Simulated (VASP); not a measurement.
All values below come from RPBE GGA, VASP's PBE PAW potentials (set 64) (plane waves; VASP).

VASP input:

**POSCAR**
```
BP
1
    0.0000000000     2.2853759767     2.2853759767
    2.2853759767     0.0000000000     2.2853759767
    2.2853759767     2.2853759767     0.0000000000
B P
1 1
Direct
  0.0000000000   0.0000000000   0.0000000000
  0.2500000000   0.2500000000   0.2500000000
```

**KPOINTS**
```
k-points along high-symmetry lines
15
Line-mode
Reciprocal
  0.000000   0.000000   0.000000 ! GAMMA
 -0.500000  -0.500000   0.000000 ! X

 -0.500000  -0.500000   0.000000 ! X
 -0.375000  -0.375000   0.250000 ! U

 -0.375000   0.000000   0.375000 ! K
  0.000000   0.000000   0.000000 ! GAMMA

  0.000000   0.000000   0.000000 ! GAMMA
 -0.000000  -0.000000   0.500000 ! L

 -0.000000  -0.000000   0.500000 ! L
 -0.500000  -0.250000   0.250000 ! W

 -0.500000  -0.250000   0.250000 ! W
 -0.500000  -0.500000   0.000000 ! X
```

### INCAR
```
ICHARG = 11
LORBIT = 11   ! lm-projected
ALGO = Normal
ENCUT = 520
PREC = Accurate
SIGMA = 0.05
NELM = 100
LWAVE = .FALSE.
EDIFF = 1E-7
GGA = RP
ISMEAR = 0   ! Gaussian
LCHARG = .FALSE.
LASPH = .TRUE.   ! aspherical one-centre terms
SYSTEM = BP
LREAL = .FALSE.   ! projection in real space or not
```

POTCAR, in this order: B P (PBE.64 set). Program: vasp_std. Read from the step before: CHGCAR.

Output

### OSZICAR
```
       N       E                     dE             d eps       ncg     rms          rms(c)
DAV:   1     0.128882132865E+02    0.12888E+02   -0.40970E+03  1440   0.886E+02
DAV:   2    -0.999844493741E+01   -0.22887E+02   -0.21747E+02  2264   0.108E+02
DAV:   3    -0.102935451418E+02   -0.29510E+00   -0.29510E+00  1800   0.153E+01
DAV:   4    -0.102945219918E+02   -0.97685E-03   -0.97685E-03  2288   0.762E-01
DAV:   5    -0.102945232466E+02   -0.12547E-05   -0.12547E-05  1800   0.158E-02
DAV:   6    -0.102945232590E+02   -0.12398E-07   -0.12399E-07  2272   0.929E-04
   1 F= -.10294523E+02 E0= -.10294523E+02  d E =-.404669E-13
```

**OUTCAR**
```
 val. band max:        7.2672773581   @ k =   0.0000   0.0000   0.0000

 cond. band min:       8.5531488446   @ k =  -0.4286  -0.4286   0.0000



 k-point     1 :       0.0000    0.0000    0.0000
  band No.  band energies     occupation
      1      -8.0183      2.00000
      2       7.2673      2.00000
      3       7.2673      2.00000
      4       7.2673      2.00000
      5      10.6304      0.00000
      6      10.6304      0.00000
      7      10.6304      0.00000
      8      14.3562      0.00000

 k-point     2 :      -0.0357   -0.0357    0.0000
  band No.  band energies     occupation
      1      -7.9881      2.00000
      2       7.1317      2.00000
      3       7.1317      2.00000
      4       7.1556      2.00000
      5      10.5696      0.00000
      6      10.7999      0.00000
      7      10.7999      0.00000
      8      14.4464      0.00000

 k-point     3 :      -0.0714   -0.0714    0.0000
  band No.  band energies     occupation
      1      -7.8976      2.00000
      2       6.7896      2.00000
      3       6.7896      2.00000
      4       6.8384      2.00000
      5      10.4037      0.00000
      6      11.2432      0.00000
      7      11.2432      0.00000
      8      14.6543      0.00000

 k-point     4 :      -0.1071   -0.1071    0.0000
  band No.  band energies     occupation
      1      -7.7472      2.00000
      2       6.3483      2.00000
      3       6.3483      2.00000
      4       6.3574      2.00000
      5      10.1683      0.00000
      6      11.8514      0.00000
      7      11.8514      0.00000
      8      14.7751      0.00000

 k-point     5 :      -0.1429   -0.1429    0.0000
  band No.  band energies     occupation
      1      -7.5374      2.00000
      2       5.7578      2.00000
      3       5.8782      2.00000
      4       5.8782      2.00000
      5       9.8975      0.00000
      6      12.5520      0.00000
      7      12.5520      0.00000
      8      14.5041      0.00000
...
```

The density is held fixed in this step, so its total energy and stress have no physical meaning.

The compound is BP in the zinc blende structure. It was relaxed first.
